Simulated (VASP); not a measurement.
Input:

```
SnO
1.0
    3.77017     0.00000     0.00000
    0.00000     3.77017     0.00000
    0.00000     0.00000     4.68108
Sn O
2 2
Direct
  0.50000   0.00000   0.75600
  0.00000   0.50000   0.24400
  0.50000   0.50000   0.00000
  0.00000   0.00000   0.00000
```

These are PBEsol GGA, VASP's PBE PAW potentials (set 64) (plane waves; VASP) values and carry that method's errors. Run with 520 eV cut-off, 6×6×5 Γ-centred mesh, Gaussian smearing of 0.050 eV, potentials Sn_d O.

Without a dispersion term in the relaxation, distances and binding between the weakly bound layers, chains or molecules are unreliable, and so is what depends on them.

Problem. The ions and cell shape at fixed volume are relaxed. Which structure does the run end with?

Solution. 
```
SnO
1.0
    3.78734     0.00000     0.00000
    0.00000     3.78734     0.00000
    0.00000     0.00000     4.63872
Sn O
2 2
Direct
  0.50000   0.00000   0.75024
  0.00000   0.50000   0.24976
  0.50000   0.50000   0.00000
  0.00000   0.00000   0.00000
```
Space group P4/nmm (129), at a tolerance of 0.03 Å.

Problem. How much energy does the relaxation gain?

Solution. The energy (σ→0) changes by -3.4 meV/atom, in 5 ionic steps.

The compound is SnO in the litharge structure. This cell is one point of a volume scan, at 0.97 of the reference volume. Symmetry was kept, so distortions that lower it aren't found.
